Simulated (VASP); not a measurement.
Crystal: Ga2SnO.

```
Ga Sn O
1.0
     4.25079    0.00000    0.00000
     0.00000    4.25079    0.00000
     0.00000    0.00000    4.24387
Ga Sn O
2 1 1
Direct
  0.00000 0.00000 0.50000
  0.50000 0.50000 0.50000
  0.00000 0.00000 0.00000
  0.50000 0.50000 0.00000
```

The cell was built by a generator and needn't be a form met in nature.

| Item | Value |
| --- | --- |
| Program | VASP 6.6.1 |
| Task | relaxation of cell and atoms |
| Functional | PBE |
| Potentials or basis | VASP PAW PBE potentials, release 64 (Ga_d, Sn_d, O) |
| Cutoff | 520 eV |
| k mesh | 4 × 4 × 4 |
| Occupations | gaussian, width 0.15 eV |
| Spin | no spin polarisation |

At the start: pressure 15.1 GPa; volume 19.17 Å³/atom.

Question: How do energy, volume and symmetry change on relaxing?

Answer: Over 8 steps the energy falls by 982.4 meV/atom and the volume is 17.50 Å³/atom (-8.7 %); space group P4/mmm (No. 123, to 0.05 Å).

Step by step:
| step | energy change (eV) | largest force (eV/Å) | pressure (GPa) | volume (Å³) |
| --- | --- | --- | --- | --- |
| 1 | 0.0000 | 0.0000 | 15.08 | 76.68 |
| 2 | -2.6348 | 0.0000 | -11.97 | 94.83 |
| 3 | -2.7678 | 0.0000 | -9.03 | 89.71 |
| 4 | -2.7761 | 0.0000 | -9.64 | 90.40 |
| 5 | -3.7678 | 0.0000 | -6.58 | 77.01 |
| 6 | -3.9060 | 0.0000 | -2.27 | 71.82 |
| 7 | -3.9069 | 0.0000 | -1.05 | 71.37 |
| 8 | -3.9297 | 0.0000 | -0.06 | 69.98 |

Final structure:
```
Ga Sn O
1.0
     3.60868    0.00000    0.00000
     0.00000    3.60868    0.00000
     0.00000    0.00000    5.37379
Ga Sn O
2 1 1
Direct
  0.00000 0.00000 0.50000
  0.50000 0.50000 0.50000
  0.00000 0.00000 0.00000
  0.50000 0.50000 0.00000
```

Caveat: the k mesh is coarse (spacing up to 0.37 Å⁻¹), so the values aren't converged.
